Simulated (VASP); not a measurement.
```
BaLiF3
1.0
    3.97210     0.00000     0.00000
    0.00000     3.97210     0.00000
    0.00000     0.00000     3.97210
Ba Li F
1 1 3
Direct
  0.00000   0.00000   0.00000
  0.50000   0.50000   0.50000
  0.00000   0.50000   0.50000
  0.50000   0.00000   0.50000
  0.50000   0.50000   0.00000
```

All values below come from PBEsol GGA, VASP's PBE PAW potentials (set 64) (plane waves; VASP). Settings: 520 eV cut-off, 7×7×7 Γ-centred mesh, Gaussian smearing of 0.010 eV, potentials Ba_sv Li_sv F.

Problem. The job: BaLiF3 (space group Pm-3m), 5 atoms, PBEsol, optics run with many empty bands, 520 eV, 7×7×7 Γ-centred mesh. Roughly how much core time does it take on a busy server core?

Solution. About 60 core-seconds (one run on a shared machine, a rough figure). It had 20 irreducible k-points, 63 bands, up to 1743 plane waves and 14 electronic steps.

The structure comes from a computed database's BaLiF3 entry (Pm-3m); how it stands against other phases isn't given here. It was relaxed first.
